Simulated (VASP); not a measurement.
```xyz
5
Lattice="4.2366 0.0000 0.0000 0.0000 4.2366 0.0000 0.0000 0.0000 4.2366" Properties=species:S:1:pos:R:3 pbc="T T T"
Ba     0.0000     0.0000     0.0000
Zr     2.1183     2.1183     2.1183
O      2.1183     0.0000     2.1183
O      0.0000     2.1183     2.1183
O      2.1183     2.1183     0.0000
```

Computed with PBE GGA, VASP's PBE PAW potentials (set 64) (plane waves; VASP). Run with 520 eV cut-off, 5×5×5 Γ-centred mesh, Gaussian smearing of 0.050 eV, potentials Ba_sv Zr_sv O.

Estimate the energy per atom (σ→0).

The energy per atom (σ→0) is -8.345 eV/atom.

The absolute energy has meaning only against runs of the same code, potentials and settings.

The compound is BaZrO3 in the cubic perovskite structure. It was relaxed first. The start is the result of an earlier pass.
